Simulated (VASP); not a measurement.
Here is the system:

```
CsBr
1.0
    4.32746     0.00000     0.00000
    0.00000     4.32746     0.00000
    0.00000     0.00000     4.32746
Cs Br
1 1
Direct
  0.00000   0.00000   0.00000
  0.50000   0.50000   0.50000
```

Calculation: PBE GGA with D4 dispersion, VASP's PBE PAW potentials (set 64) (plane waves; VASP). Settings: 520 eV cut-off, 6×6×6 Γ-centred mesh, Gaussian smearing of 0.050 eV, potentials Cs_sv Br.

Unless said otherwise, spin-orbit coupling is left out, though it shifts the bands of the heavy elements here.

Task: Estimate the energy per atom (σ→0), band gap (on the k-mesh) with the smallest direct gap where there is one.

Result: 
```json
{
  "band gap (on the k-mesh)": "4.40 eV",
  "smallest direct gap (on the k-mesh)": "4.41 eV",
  "energy per atom (σ→0)": "-3.169 eV/atom"
}
```

Only differences to runs with the same potentials and settings are physical.

The compound is CsBr in the CsCl type structure. It was relaxed first. The start is the result of an earlier pass.
